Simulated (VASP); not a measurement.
Runs of VASP 6.6.1 on O2SnH2. The cell holds a molecule in a box, 5 atoms: a = 13.000 Å, b = 11.000 Å, c = 11.000 Å, α = 90.00°, β = 90.00°, γ = 90.00°. 

| task | level | potentials or basis | cell | grid for exact exchange (PRECFOCK) | exchange at q = 0 | gap on the mesh (eV) | largest force (eV/Å) |
| --- | --- | --- | --- | --- | --- | --- | --- |
| single point | LDA | VASP PAW LDA potentials, release 64 (O, Sn_d, H) | as given | - | - | 3.67 | 0.84 |
| single point | PBE | VASP PAW PBE potentials, release 64 (O, Sn_d, H) | as given | - | - | 3.69 | 0.90 |
| single point | B3LYP+D4 | VASP PAW PBE potentials, release 64 (O, Sn_d, H) | as given | Fast | truncated | 5.11 | 0.68 |
| single point | PBE | VASP PAW PBE potentials, release 64 (O, Sn_d, H) | atoms moved at random, drawn with an rms of 0.05 Å | - | - | 3.67 | 4.03 |
| relaxation of the atoms | PBE | VASP PAW PBE potentials, release 64 (O, Sn_d, H) | atoms relaxed from: atoms moved at random, drawn with an rms of 0.02 Å | - | - | 3.63 | 0.01 |
| relaxation of the atoms | revPBE+D4 | VASP PAW PBE potentials, release 64 (O, Sn_d, H) | atoms relaxed | - | - | 3.63 | 0.01 |
| atomic charges | PBE+TS | VASP PAW PBE potentials, release 64 (O, Sn_d, H) | as given | - | - | 3.69 | (a) |
| electron localisation function | PBE | VASP PAW PBE potentials, release 64 (O, Sn_d, H) | as given | - | - | 3.69 | 0.90 |

Alike in all rows: no spin polarisation; k mesh 1 × 1 × 1; cutoff (eV) 520; smearing gaussian 0.01 eV.

Task: Estimate the missing entries.

Result: (a) 0.91.

Caveats: spin-orbit coupling is left out, which moves the levels of the heavy elements; the PAW data sets were made with another functional, which shifts forces and pressure a little (some runs).

A k mesh can miss the band edges, and the runs leave out spin-orbit coupling on Sn.
